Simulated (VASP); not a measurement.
A run of VASP 6.6.1 is set up as follows.

The input INCAR:

```
SYSTEM = WSe2
PREC     = Accurate       ! precision mode
ENCUT    = 520            ! plane-wave cutoff, eV
EDIFF    = 1E-6           ! SCF threshold, eV
ISMEAR   = 0              ! smearing method
SIGMA    = 0.03           ! smearing width, eV
LREAL    = .False.        ! projectors in reciprocal space
LASPH    = .True.         ! aspherical terms in the spheres
NELM     = 80             ! most SCF steps
ALGO     = Normal         ! electronic algorithm
ISIF     = 2              ! what is computed and relaxed
LWAVE    = .False.        ! write WAVECAR
LCHARG   = .False.        ! write CHGCAR
LMAXMIX  = 4              ! l up to which the mixer works
GGA      = PE             ! functional
IVDW     = 12             ! dispersion correction
NBANDS   = 35             ! bands
ICORELEVEL= 1
```

Contents of KPOINTS:

```
Automatic mesh
0
Gamma
  9 9 2
  0 0 0
```

The input POSCAR:

```
WSe2                                    
1.0
    3.2813517985      0.0000000000      0.0000000000
   -1.6406758993      2.8417340178      0.0000000000
    0.0000000000      0.0000000000     12.7917581824
  W               Se            
     2     4
Direct
     0.3333333300000021    0.6666666699999979    0.2500000000000000
     0.6666666699999979    0.3333333300000021    0.7500000000000000
     0.3333333300000021    0.6666666699999979    0.6181950783807224
     0.6666666699999979    0.3333333300000021    0.1181950783807224
     0.3333333300000021    0.6666666699999979    0.8818049216192776
     0.6666666699999979    0.3333333300000021    0.3818049216192776
```

The input KPOINTS_OPT:

```
explicit points
141
Reciprocal
 0.0000000000  0.0000000000  0.0000000000 1
 0.0357142857  0.0000000000  0.0000000000 1
 0.0714285714  0.0000000000  0.0000000000 1
 0.1071428571  0.0000000000  0.0000000000 1
 0.1428571429  0.0000000000  0.0000000000 1
 0.1785714286  0.0000000000  0.0000000000 1
[... 133 lines left out ...]
 0.5000000000  0.0000000000  0.5000000000 1
 0.5000000000  0.0000000000  0.0000000000 1
```

Potentials or basis: VASP PAW PBE potentials, release 64 (W_sv, Se).

The run is started by

```bash
$ cat potpaw_PBE.64/W_sv/POTCAR potpaw_PBE.64/Se/POTCAR > POTCAR
$ mpirun -np 1 vasp_std > vasp.out
```

Predict the pressure.

0.0 GPa.

What does it give for the band gap along the path?

0.88 eV, indirect (least direct gap 1.56 eV).

What does it give for the band gap on the k mesh?

0.99 eV, indirect (least direct gap 1.56 eV).

What does it give for the dispersion energy per atom?

-0.475 eV.

Core levels (eV, on the scale of the bands):
```csv
atom,levels
1 W,"1s -69457.0, 2s -11977.5, 2p -10471.2, 3s -2750.1, 3p -2304.3, 3d -1792.2, 4s -558.6, 4p -412.4, 4d -227.2, 4f -22.1"
2 W,"1s -69457.0, 2s -11977.5, 2p -10471.2, 3s -2750.1, 3p -2304.3, 3d -1792.2, 4s -558.6, 4p -412.4, 4d -227.2, 4f -22.1"
3 Se,"1s -12491.3, 2s -1594.8, 2p -1401.1, 3s -201.5, 3p -141.0, 3d -41.2"
4 Se,"1s -12491.3, 2s -1594.8, 2p -1401.1, 3s -201.5, 3p -141.0, 3d -41.2"
5 Se,"1s -12491.3, 2s -1594.8, 2p -1401.1, 3s -201.5, 3p -141.0, 3d -41.2"
6 Se,"1s -12491.3, 2s -1594.8, 2p -1401.1, 3s -201.5, 3p -141.0, 3d -41.2"
```

Caveat: spin-orbit coupling is left out, which moves the levels of the heavy elements; the mesh misses the band edges, which the band path finds closer together.

**What was measured.**

“Time-resolved XUV ARPES with tunable 24–33 eV laser pulses at 30 meV resolution”, 2019, pmc:6684652 reports, for a bulk crystal of WSe2: band gap 1.3 eV (indirect).

A measured gap of WSe2 is 1.3 eV (indirect; “Time-resolved XUV ARPES with tunable 24–33 eV laser pulses at 30 meV resolution”, 2019, pmc:6684652); the calculated 0.88 eV misses it by -0.42 eV. Spin-orbit coupling on Se, W is left out. The value is that of PBE+D3(BJ), without temperature or zero-point motion. Semilocal functionals fall short of measured gaps as a rule.
